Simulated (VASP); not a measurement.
Wanted: the native input for a VASP 6.6.1 run.

* Task: single point
* Functional: PBE
* Potentials or basis: VASP PAW PBE potentials, release 64 (Ag, B)
* Cutoff: 520 eV
* k mesh: 3 × 3 × 4
* Occupations: gaussian, width 0.05 eV
* Spin: no spin polarisation
* Dipole correction: no
* Further INCAR settings: ALGO = Fast; EDIFF = 1e-06; NBANDS = 46

The structure of AgB2 lies in POSCAR:

```
AgB2
1.0
    6.0417356077     -0.0000000001      0.0000000000
   -3.0208678038      5.2322965193      0.0000000000
    0.0000000000      0.0000000000      4.0627521784
Ag B
4 8
Direct
   -0.0002009795      0.0122189176      0.0187648659
   -0.0053350585      0.4997954513      0.0397575321
    0.4903614695     -0.0019251585     -0.0253293815
    0.5169511319      0.5066769420     -0.0202119146
    0.1723521065      0.3288187116      0.4887371695
    0.3270717581      0.1391249516      0.5476553583
    0.1493079880      0.8333990598      0.5209089570
    0.3485596961      0.6425128980      0.4958975865
    0.6819519271      0.3135374675      0.4933633439
    0.8251614355      0.1335090619      0.4553568416
    0.6537834052      0.8224101949      0.4163136036
    0.8240836421      0.6193844306      0.4522362968
```

These files were run (other wordings do the same):

INCAR

```
ALGO     = Fast           # electronic algorithm
EDIFF    = 1E-6           # SCF threshold, eV
ENCUT    = 520            # plane-wave cutoff, eV
GGA      = PE             # functional
ISIF     = 2              # what is computed and relaxed
ISMEAR   = 0              # smearing method
LASPH    = True           # aspherical terms in the spheres
LCHARG   = False          # write CHGCAR
LREAL    = False          # projectors in reciprocal space
LWAVE    = False          # write WAVECAR
NBANDS   = 46             # bands
NELM     = 100            # most SCF steps
PREC     = Accurate       # precision mode
SIGMA    = 0.05           # smearing width, eV
```

KPOINTS

```
k-points
0
Gamma
  3 3 4
```

Potentials or basis: VASP PAW PBE potentials, release 64 (Ag, B).

Launch:

```console
$ cat potpaw_PBE.64/Ag/POTCAR potpaw_PBE.64/B/POTCAR > POTCAR
$ mpirun -np 1 vasp_std > vasp.out
```

It gave:

```json
{
  "Pressure": "4.2 GPa",
  "Largest force": "2.308 eV/Å",
  "Band gap on the k mesh": "none (metal or under the smearing width)"
}
```

Caveat: the k mesh is coarse (spacing up to 0.40 Å⁻¹), so the values aren't converged; forces of over 1 eV/Å show positions far from the minimum, so gaps and moduli don't describe the material at rest.

It took 91 s on 1 thread of Intel(R) Xeon(R) Platinum 8375C CPU @ 2.90GHz (Ice Lake) (shared host), peak memory 0.29 GiB.
